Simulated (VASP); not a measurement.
Output of a VASP run:

File OSZICAR:
```
...
DAV:   3    -0.230884243650E+02    0.89594E-02   -0.32182E-02  1204   0.906E-01    0.361E-01
DAV:   4    -0.230853032126E+02    0.31212E-02   -0.18188E-02  1209   0.607E-01    0.453E-01
DAV:   5    -0.230847067197E+02    0.59649E-03   -0.42015E-03  1248   0.262E-01    0.437E-02
DAV:   6    -0.230847024975E+02    0.42222E-05   -0.33252E-04  1258   0.849E-02    0.438E-02
DAV:   7    -0.230847023024E+02    0.19514E-06   -0.12615E-05  1126   0.169E-02    0.122E-02
DAV:   8    -0.230847012564E+02    0.10460E-05   -0.90844E-06  1214   0.163E-02    0.501E-03
DAV:   9    -0.230847011205E+02    0.13584E-06   -0.33678E-07   971   0.325E-03    0.304E-03
DAV:  10    -0.230847010182E+02    0.10230E-06   -0.12773E-07   719   0.162E-03    0.133E-03
DAV:  11    -0.230847009775E+02    0.40764E-07   -0.29979E-08   587   0.874E-04
   4 F= -.23084701E+02 E0= -.23084701E+02  d E =-.208590E-01
       N       E                     dE             d eps       ncg     rms          rms(c)
DAV:   1    -0.231685302168E+02   -0.83829E-01   -0.44826E+00   992   0.134E+01    0.245E+00
DAV:   2    -0.231116578389E+02    0.56872E-01   -0.33460E-01  1153   0.275E+00    0.133E+00
DAV:   3    -0.230986994952E+02    0.12958E-01   -0.45412E-02  1203   0.108E+00    0.438E-01
DAV:   4    -0.230941633842E+02    0.45361E-02   -0.26140E-02  1216   0.731E-01    0.539E-01
DAV:   5    -0.230933312010E+02    0.83218E-03   -0.59265E-03  1240   0.310E-01    0.525E-02
DAV:   6    -0.230933262816E+02    0.49195E-05   -0.45982E-04  1250   0.100E-01    0.525E-02
DAV:   7    -0.230933268181E+02   -0.53658E-06   -0.16699E-05  1149   0.191E-02    0.178E-02
DAV:   8    -0.230933249976E+02    0.18206E-05   -0.14125E-05  1231   0.203E-02    0.741E-03
DAV:   9    -0.230933247991E+02    0.19850E-06   -0.53824E-07  1004   0.411E-03    0.443E-03
DAV:  10    -0.230933246767E+02    0.12232E-06   -0.17211E-07   785   0.187E-03    0.254E-03
DAV:  11    -0.230933246246E+02    0.52139E-07   -0.42858E-08   573   0.106E-03
   5 F= -.23093325E+02 E0= -.23093325E+02  d E =-.294827E-01
       N       E                     dE             d eps       ncg     rms          rms(c)
DAV:   1    -0.230934609415E+02   -0.13626E-03   -0.70952E-03   992   0.535E-01    0.101E-01
DAV:   2    -0.230933711417E+02    0.89800E-04   -0.54939E-04  1161   0.111E-01    0.554E-02
DAV:   3    -0.230933499849E+02    0.21157E-04   -0.77248E-05  1203   0.441E-02    0.180E-02
DAV:   4    -0.230933428761E+02    0.71088E-05   -0.41840E-05  1222   0.292E-02    0.224E-02
DAV:   5    -0.230933417054E+02    0.11707E-05   -0.96524E-06  1231   0.127E-02    0.229E-03
DAV:   6    -0.230933418084E+02   -0.10296E-06   -0.73341E-07  1058   0.407E-03    0.223E-03
DAV:   7    -0.230933418456E+02   -0.37291E-07   -0.28766E-08   594   0.952E-04
   6 F= -.23093342E+02 E0= -.23093342E+02  d E =-.294999E-01
       N       E                     dE             d eps       ncg     rms          rms(c)
DAV:   1    -0.230933856345E+02   -0.43826E-04   -0.38140E-03  1035   0.329E-01    0.513E-02
DAV:   2    -0.230933753007E+02    0.10334E-04   -0.20091E-04  1148   0.615E-02    0.256E-02
DAV:   3    -0.230933711306E+02    0.41702E-05   -0.53625E-05  1191   0.352E-02    0.248E-02
DAV:   4    -0.230933677731E+02    0.33575E-05   -0.10927E-05  1249   0.142E-02    0.119E-02
DAV:   5    -0.230933670964E+02    0.67668E-06   -0.32396E-06  1247   0.812E-03    0.428E-03
DAV:   6    -0.230933670228E+02    0.73564E-07   -0.31007E-07   831   0.279E-03
   7 F= -.23093367E+02 E0= -.23093367E+02  d E =-.251772E-04
```

OUTCAR:
```
------------------------ aborting loop because EDIFF is reached ----------------------------------------
  FORCE on cell =-STRESS in cart. coord.  units (eV):
  Direction    XX          YY          ZZ          XY          YZ          ZX
  --------------------------------------------------------------------------------------
  Total        2.7298742      2.7298732      2.7030644      0.0000000      0.0000000      0.0000000
  in kB       30.6777748     30.6777632     30.3764919      0.0000000      0.0000000      0.0000000
  external PRESSURE =      30.5773433 kB  Pullay stress =       0.0000000 kB
  volume of cell :      142.57
      direct lattice vectors                 reciprocal lattice vectors
     1.742058031 -3.017332448 -0.000000000     0.287016845 -0.165709284 -0.000000000
     1.742058031  3.017332448  0.000000000     0.287016845  0.165709284 -0.000000000
     0.000000000 -0.000000000 13.561682932     0.000000000 -0.000000000  0.073737161
 POSITION                                       TOTAL-FORCE (eV/Angst)
 -----------------------------------------------------------------------------------
      1.74206      1.00578     11.99357        -0.000000     -0.000000     -0.006238
      1.74206     -1.00578      5.21273        -0.000000      0.000000     -0.006238
      1.74206     -1.00578      1.56811         0.000000      0.000000      0.006238
      1.74206      1.00578      8.34895        -0.000000     -0.000000      0.006238
      1.74206      1.00578      3.39042        -0.000000      0.000000     -0.000000
      1.74206     -1.00578     10.17126         0.000000     -0.000000     -0.000000
 -----------------------------------------------------------------------------------
    total drift:                               -0.000000      0.001603     -0.000023
  FREE ENERGIE OF THE ION-ELECTRON SYSTEM (eV)
  ---------------------------------------------------
  free  energy   TOTEN  =       -23.0933670228 eV

  energy  without entropy=      -23.0933670228  energy(sigma->0) =      -23.09336702

 reached required accuracy - stopping structural energy minimisation
```
(Selected blocks of OUTCAR.)

File POSCAR:
```
MoTe2
1
    1.7300394700    -2.9965158442     0.0000000000
    1.7300394700     2.9965158442     0.0000000000
    0.0000000000     0.0000000000    13.7507623952
Te Mo
4 2
Direct
  0.3333330000   0.6666670000   0.8793398287
  0.6666670000   0.3333330000   0.3793398287
  0.6666670000   0.3333330000   0.1206601713
  0.3333330000   0.6666670000   0.6206601713
  0.3333330000   0.6666670000   0.2500000000
  0.6666670000   0.3333330000   0.7500000000
```

Question: Reconstruct the remaining input files.

Answer: One answer among several that fit: the input of the run itself, optB86b-vdW, plane waves, VASP's PBE PAW potentials (set 64).

**KPOINTS**
```
kpoints
0
gamma
 7 7 2
```

INCAR:
```
AGGAC  =  0.0
ALGO  =  Normal
EDIFF  =  1E-7
EDIFFG  =  -0.01
ENCUT  =  520
GGA  =  MK
IBRION  =  2
ISIF  =  4
ISMEAR  =  0
LASPH  =  T
LCHARG  =  F
LMAXMIX  =  4
LREAL  =  F
LUSE_VDW  =  T
LWAVE  =  F
NELM  =  100
NSW  =  30
PARAM1  =  0.1234
PARAM2  =  1.0
PREC  =  Accurate
SIGMA  =  0.05
SYSTEM  =  MoTe2
```

POTCAR, in this order: Te Mo_sv (PBE.64 set). Program: vasp_std.

The compound is MoTe2 in the 2H layered structure. This cell is one point of a volume scan, at 0.94 of the reference volume. Symmetry was kept, so distortions that lower it aren't found.
